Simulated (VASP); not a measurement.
Calculation: LDA (Ceperley-Alder, Perdew-Zunger), VASP's LDA PAW potentials (set 64) (plane waves; VASP).

VASP input:

### KPOINTS
```
Automatic mesh
0
Gamma
18 18 18
0 0 0
```

POSCAR:
```
Fe
1.0
 -1.3732781947   1.3732781947   1.3732781947
  1.3732781947  -1.3732781947   1.3732781947
  1.3732781947   1.3732781947  -1.3732781947
Fe
1
Cart
  0.0000000000   0.0000000000   0.0000000000
```

INCAR:
```
SYSTEM = Fe
PREC = Accurate
ENCUT = 500
EDIFF = 1E-6
NELM = 100
ALGO = Normal
LREAL = .FALSE.
LASPH = .TRUE.
ISMEAR = 1
SIGMA = 0.1
LMAXMIX = 4
ISPIN = 2
MAGMOM = 2.0
LORBIT = 10
LWAVE = .FALSE.
LCHARG = .FALSE.
IBRION = 2
ISIF = 3
NSW = 40
EDIFFG = -0.02
```

POTCAR, in this order: Fe (LDA.64 set). Program: vasp_std.

What VASP printed:

OSZICAR:
```
       N       E                     dE             d eps       ncg     rms          rms(c)
DAV:   1     0.143437515147E+02    0.14344E+02   -0.44050E+03  7301   0.119E+03
DAV:   2    -0.101052792537E+02   -0.24449E+02   -0.23075E+02  7089   0.131E+02
DAV:   3    -0.104331709796E+02   -0.32789E+00   -0.32653E+00  7836   0.209E+01
DAV:   4    -0.104348733676E+02   -0.17024E-02   -0.17022E-02  7711   0.137E+00
DAV:   5    -0.104348902853E+02   -0.16918E-04   -0.16917E-04  7606   0.122E-01    0.128E+01
DAV:   6    -0.930775456992E+01    0.11271E+01   -0.11742E+01  7409   0.599E+01    0.467E+00
DAV:   7    -0.924482633709E+01    0.62928E-01   -0.58263E-01  7432   0.133E+01    0.299E+00
DAV:   8    -0.923403229074E+01    0.10794E-01   -0.41714E-03  8619   0.587E-01    0.140E+00
DAV:   9    -0.922460466123E+01    0.94276E-02   -0.55593E-03  8732   0.614E-01    0.361E-01
DAV:  10    -0.922453456550E+01    0.70096E-04   -0.59144E-04  8410   0.334E-01    0.137E-01
DAV:  11    -0.922450567592E+01    0.28890E-04   -0.52988E-05  7387   0.134E-01    0.268E-02
DAV:  12    -0.922450872158E+01   -0.30457E-05   -0.23631E-06  4455   0.284E-02    0.940E-03
DAV:  13    -0.922450949956E+01   -0.77798E-06   -0.10521E-06  3741   0.134E-02
   1 F= -.92245095E+01 E0= -.92246125E+01  d E =-.922451E+01  mag=     1.9521
```

**OUTCAR**
```
------------------------ aborting loop because EDIFF is reached ----------------------------------------
  FORCE on cell =-STRESS in cart. coord.  units (eV):
  Direction    XX          YY          ZZ          XY          YZ          ZX
  --------------------------------------------------------------------------------------
  Total        0.0020628      0.0020628      0.0020628     -0.0000000     -0.0000000     -0.0000000
  in kB        0.3190254      0.3190254      0.3190254     -0.0000000     -0.0000000     -0.0000000
  external PRESSURE =       0.3190254 kB  Pullay stress =       0.0000000 kB
  volume of cell :       10.36
      direct lattice vectors                 reciprocal lattice vectors
    -1.373278195  1.373278195  1.373278195     0.000000000  0.364092288  0.364092288
     1.373278195 -1.373278195  1.373278195     0.364092288  0.000000000  0.364092288
     1.373278195  1.373278195 -1.373278195     0.364092288  0.364092288  0.000000000
 POSITION                                       TOTAL-FORCE (eV/Angst)
 -----------------------------------------------------------------------------------
      0.00000      0.00000      0.00000         0.000000      0.000000     -0.000000
 -----------------------------------------------------------------------------------
    total drift:                                0.000000     -0.000000      0.000000
  FREE ENERGIE OF THE ION-ELECTRON SYSTEM (eV)
  ---------------------------------------------------
  free  energy   TOTEN  =        -9.2245094996 eV

  energy  without entropy=       -9.2248184236  energy(sigma->0) =       -9.22461247

 total charge

# of ion       s       p       d       tot
------------------------------------------
    1        0.529   0.621   6.335   7.486

 magnetization (x)

# of ion       s       p       d       tot
------------------------------------------
    1       -0.009  -0.031   1.958   1.918

 reached required accuracy - stopping structural energy minimisation
```
(Selected blocks of OUTCAR.)

The compound is Fe in the bcc structure. It was relaxed first, which changed the volume by -12 %.
